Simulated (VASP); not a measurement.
Computed with r2SCAN meta-GGA, VASP's PBE PAW potentials (set 64) (plane waves; VASP).

The input files of a VASP run:

POSCAR:
```
SrNiF6
1
    3.5557096313     2.0528897005     2.2053141174
   -3.5557096313     2.0528897005     2.2053141174
    0.0000000000    -4.1057794009     2.2053141174
Sr Ni F
1 1 6
Direct
  0.5000000000   0.5000000000   0.5000000000
  0.0000000000   0.0000000000   0.0000000000
  0.7215537924   0.7215537924   0.0678602224
  0.2784462076   0.2784462076   0.9321397776
  0.0678602224   0.7215537924   0.7215537924
  0.9321397776   0.2784462076   0.2784462076
  0.7215537924   0.0678602224   0.7215537924
  0.2784462076   0.9321397776   0.2784462076
```

### INCAR
```
ISMEAR = 0   # Gaussian
ENCUT = 520
METAGGA = R2SCAN
PREC = Accurate
SIGMA = 0.05
SYSTEM = SrNiF6
LMAXMIX = 4   # l cut-off of mixed one-centre charges
NELM = 100
LWAVE = .False.
LMIXTAU = .True.
LREAL = .False.   # projection in real space or not
LCHARG = .False.
ISIF = 3
LASPH = .True.   # aspherical one-centre terms
IBRION = 2   # conjugate gradients
EDIFFG = -0.02   # ionic stop
ALGO = Normal
NSW = 60   # most ionic steps
EDIFF = 1E-6
```

### KPOINTS
```
kpoints
0
gamma
  5 5 5
0 0 0
```

POTCAR, in this order: Sr_sv Ni F (PBE.64 set). Program: vasp_std.

Output of the run:

### OSZICAR
```
       N       E                     dE             d eps       ncg     rms          rms(c)
DAV:   1     0.650710179123E+03    0.65071E+03   -0.33892E+04  1414   0.182E+03
DAV:   2    -0.237328088956E+02   -0.67444E+03   -0.63752E+03  1589   0.477E+02
DAV:   3    -0.943790646780E+02   -0.70646E+02   -0.69840E+02  1559   0.174E+02
DAV:   4    -0.978062141556E+02   -0.34271E+01   -0.34164E+01  2252   0.297E+01
DAV:   5    -0.978869343711E+02   -0.80720E-01   -0.80626E-01  1961   0.394E+00    0.334E+01
DAV:   6    -0.807571096113E+02    0.17130E+02   -0.16206E+02  1830   0.113E+02    0.504E+01
DAV:   7    -0.664615289907E+02    0.14296E+02   -0.20115E+01  1734   0.812E+01    0.114E+01
DAV:   8    -0.666571273004E+02   -0.19560E+00   -0.41187E+00  1880   0.199E+01    0.572E+00
DAV:   9    -0.713628327399E+02   -0.47057E+01   -0.22010E+00  1886   0.214E+01    0.340E+00
DAV:  10    -0.666955893287E+02    0.46672E+01   -0.10395E+00  1514   0.118E+01    0.172E+00
DAV:  11    -0.672308032930E+02   -0.53521E+00   -0.43188E-01  1611   0.576E+00    0.684E-01
DAV:  12    -0.672464518805E+02   -0.15649E-01   -0.60207E-02  1847   0.291E+00    0.491E-01
DAV:  13    -0.672653270470E+02   -0.18875E-01   -0.66910E-03  1684   0.732E-01    0.317E-01
DAV:  14    -0.672757205333E+02   -0.10393E-01   -0.15700E-03  1882   0.437E-01    0.165E-01
DAV:  15    -0.672779090392E+02   -0.21885E-02   -0.34942E-04  1791   0.170E-01    0.844E-02
DAV:  16    -0.672803863205E+02   -0.24773E-02   -0.12580E-03  1536   0.390E-01    0.282E-02
DAV:  17    -0.672804565871E+02   -0.70267E-04   -0.61552E-05  1576   0.712E-02    0.231E-02
DAV:  18    -0.672804671050E+02   -0.10518E-04   -0.81627E-06  1598   0.331E-02    0.678E-03
DAV:  19    -0.672804698933E+02   -0.27883E-05   -0.28648E-06  1282   0.134E-02    0.462E-03
DAV:  20    -0.672804687964E+02    0.10968E-05   -0.13829E-06   943   0.109E-02    0.221E-03
DAV:  21    -0.672804707537E+02   -0.19573E-05   -0.78395E-07   973   0.786E-03    0.149E-03
DAV:  22    -0.672804709034E+02   -0.14973E-06   -0.16041E-07   953   0.314E-03
   1 F= -.67280471E+02 E0= -.67280471E+02  d E =-.672805E+02
       N       E                     dE             d eps       ncg     rms          rms(c)
DAV:   1    -0.672866859367E+02   -0.62152E-02   -0.11255E+00  1406   0.777E+00    0.922E-01
DAV:   2    -0.672815317268E+02    0.51542E-02   -0.48085E-02  1912   0.241E+00    0.508E-01
DAV:   3    -0.672817670878E+02   -0.23536E-03   -0.75446E-03  2030   0.227E+00    0.374E-01
DAV:   4    -0.672806930224E+02    0.10741E-02   -0.27327E-03  1855   0.152E+00    0.143E-01
DAV:   5    -0.672803189103E+02    0.37411E-03   -0.84066E-04  1719   0.269E-01    0.402E-02
DAV:   6    -0.672806244278E+02   -0.30552E-03   -0.39541E-04  1514   0.207E-01    0.241E-02
DAV:   7    -0.672802428922E+02    0.38154E-03   -0.40706E-04  1471   0.201E-01    0.870E-03
DAV:   8    -0.672807982205E+02   -0.55533E-03   -0.20742E-04  1471   0.142E-01    0.335E-03
DAV:   9    -0.672808110061E+02   -0.12786E-04   -0.71327E-06  1815   0.229E-02    0.212E-03
DAV:  10    -0.672808096969E+02    0.13092E-05   -0.55878E-07   913   0.854E-03    0.119E-03
DAV:  11    -0.672808113518E+02   -0.16549E-05   -0.78325E-07   953   0.100E-02    0.913E-04
DAV:  12    -0.672808116501E+02   -0.29829E-06   -0.10103E-07   923   0.321E-03
   2 F= -.67280812E+02 E0= -.67280812E+02  d E =-.340747E-03
       N       E                     dE             d eps       ncg     rms          rms(c)
DAV:   1    -0.672825830780E+02   -0.17717E-02   -0.22531E-01  1406   0.347E+00    0.410E-01
DAV:   2    -0.672816082359E+02    0.97484E-03   -0.94745E-03  1922   0.110E+00    0.232E-01
DAV:   3    -0.672816670823E+02   -0.58846E-04   -0.15894E-03  2022   0.105E+00    0.172E-01
DAV:   4    -0.672814300418E+02    0.23704E-03   -0.58253E-04  1837   0.704E-01    0.643E-02
DAV:   5    -0.672813476731E+02    0.82369E-04   -0.17673E-04  1688   0.122E-01    0.184E-02
DAV:   6    -0.672814150885E+02   -0.67415E-04   -0.84367E-05  1532   0.951E-02    0.110E-02
DAV:   7    -0.672813424265E+02    0.72662E-04   -0.80257E-05  1451   0.890E-02    0.407E-03
DAV:   8    -0.672814471517E+02   -0.10473E-03   -0.42964E-05  1466   0.644E-02    0.149E-03
DAV:   9    -0.672814506394E+02   -0.34877E-05   -0.13509E-06   991   0.108E-02    0.118E-03
DAV:  10    -0.672814499892E+02    0.65022E-06   -0.27333E-07   913   0.527E-03
   3 F= -.67281450E+02 E0= -.67281450E+02  d E =-.979086E-03
       N       E                     dE             d eps       ncg     rms          rms(c)
DAV:   1    -0.672823342170E+02   -0.88358E-03   -0.10320E-01  1406   0.228E+00    0.236E-01
DAV:   2    -0.672818358083E+02    0.49841E-03   -0.35533E-03  1743   0.590E-01    0.102E-01
DAV:   3    -0.672817710926E+02    0.64716E-04   -0.57709E-04  2056   0.516E-01    0.837E-02
DAV:   4    -0.672817368677E+02    0.34225E-04   -0.16030E-04  1964   0.377E-01    0.243E-02
DAV:   5    -0.672817185119E+02    0.18356E-04   -0.52900E-05  1755   0.693E-02    0.126E-02
DAV:   6    -0.672817334802E+02   -0.14968E-04   -0.20888E-05  1549   0.459E-02    0.660E-03
DAV:   7    -0.672817133633E+02    0.20117E-04   -0.22537E-05  1471   0.431E-02    0.430E-03
DAV:   8    -0.672817396093E+02   -0.26246E-04   -0.87896E-06  1476   0.264E-02    0.924E-04
DAV:   9    -0.672817397057E+02   -0.96445E-07   -0.27336E-07   968   0.427E-03
   4 F= -.67281740E+02 E0= -.67281740E+02  d E =-.289717E-03
```

File OUTCAR:
```
------------------------ aborting loop because EDIFF is reached ----------------------------------------
  FORCE on cell =-STRESS in cart. coord.  units (eV):
  Direction    XX          YY          ZZ          XY          YZ          ZX
  --------------------------------------------------------------------------------------
  Total        0.0066923      0.0066923      0.1113683      0.0000000      0.0000000      0.0000000
  in kB        0.1111512      0.1111512      1.8496906      0.0000000      0.0000000      0.0000000
  external PRESSURE =       0.6906643 kB  Pullay stress =       0.0000000 kB
  volume of cell :       96.47
      direct lattice vectors                 reciprocal lattice vectors
     3.552408197  2.050983617  2.206667718     0.140749591  0.081261823  0.151057330
    -3.552408197  2.050983617  2.206667718    -0.140749591  0.081261823  0.151057330
     0.000000000 -4.101967234  2.206667718     0.000000000 -0.162523645  0.151057330
 POSITION                                       TOTAL-FORCE (eV/Angst)
 -----------------------------------------------------------------------------------
      0.00000      0.00000      3.31000        -0.000000     -0.000000      0.000000
     -0.00000     -0.00000      0.00000        -0.000000     -0.000000      0.000000
      0.00000      2.68306      3.33725        -0.000000     -0.008617      0.015418
      0.00000     -2.68306      3.28276        -0.000000      0.008617     -0.015418
     -2.32360     -1.34153      3.33725         0.007463      0.004309      0.015418
      2.32360      1.34153      3.28276        -0.007463     -0.004309     -0.015418
      2.32360     -1.34153      3.33725        -0.007463      0.004309      0.015418
     -2.32360      1.34153      3.28276         0.007463     -0.004309     -0.015418
 -----------------------------------------------------------------------------------
    total drift:                               -0.000000     -0.000000      0.000000
  FREE ENERGIE OF THE ION-ELECTRON SYSTEM (eV)
  ---------------------------------------------------
  free  energy   TOTEN  =       -67.2817397057 eV

  energy  without entropy=      -67.2817397057  energy(sigma->0) =      -67.28173971

 reached required accuracy - stopping structural energy minimisation
```
(Selected blocks of OUTCAR.)

CONTCAR:
```
SrNiF6
   1.00000000000000
     3.5524081972345654    2.0509836172451723    2.2066677183931711
    -3.5524081972345654    2.0509836172451723    2.2066677183931711
     0.0000000000000000   -4.1019672343903766    2.2066677183931143
  Sr              Ni              F
     1     1     6
Direct
     0.5000000000000000    0.5000000000000000    0.5000000000000000
     0.0000000000000000    0.0000000000000000    0.0000000000000000
     0.7221458536002897    0.7221458536002897    0.0680556714105800
     0.2778541463997102    0.2778541463997102    0.9319443285894200
     0.0680556714106332    0.7221458536002365    0.7221458536002898
     0.9319443285893667    0.2778541463997635    0.2778541463997102
     0.7221458536002365    0.0680556714106332    0.7221458536002898
     0.2778541463997635    0.9319443285893667    0.2778541463997102
```

The structure comes from a computed database's SrNiF6 entry (R-3m); how it stands against other phases isn't given here. This run relaxes it. Symmetry was kept, so distortions that lower it aren't found. The start is the result of an earlier pass. The run is not spin-polarised, so no magnetic state was tried.
